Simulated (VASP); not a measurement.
A convergence study with VASP on BaZrO3 (cubic perovskite): one setting is varied, all else stays as given below, so the limit is that of these other settings. ε∞ is the independent-particle value.

```
BaZrO3
1.0
    4.19000     0.00000     0.00000
    0.00000     4.19000     0.00000
    0.00000     0.00000     4.19000
Ba Zr O
1 1 3
Cartesian
  0.00000   0.00000   0.00000
  2.09500   2.09500   2.09500
  2.09500   0.00000   2.09500
  0.00000   2.09500   2.09500
  2.09500   2.09500   0.00000
```

Calculation: PBE GGA, VASP's PBE PAW potentials (set 64) (plane waves; VASP). The tightest run used: 700 eV cut-off, 4×4×4 Γ-centred mesh, Gaussian smearing of 0.050 eV, potentials Ba_sv Zr_sv O.

Question: The settings run are NBANDS = 21; NBANDS = 22; NBANDS = 24; NBANDS = 28; NBANDS = 36; NBANDS = 52; NBANDS = 84; NBANDS = 148. From which on does the mean ε∞ stay within 0.3  of the tightest run?

Answer: From NBANDS = 36 on: it is off by 0.24 there and by no more than 0.3 in any finer run, while NBANDS = 28 is off by 0.81.
```csv
setting,mean ε∞,bands,difference judged ()
NBANDS = 21,1.78,21,3.32
NBANDS = 22,2.22,22,2.88
NBANDS = 24,2.94,24,2.16
NBANDS = 28,4.28,28,0.81
NBANDS = 36,4.86,36,0.24
NBANDS = 52,5.03,52,0.07
NBANDS = 84,5.08,84,0.02
NBANDS = 148,5.10,148,0.00
```

Left out are rungs that failed or repeat a setting and relaxations that didn't move; long series are thinned to 24 rows.

The compound is BaZrO3 in the cubic perovskite structure. The cell was not relaxed at this level.
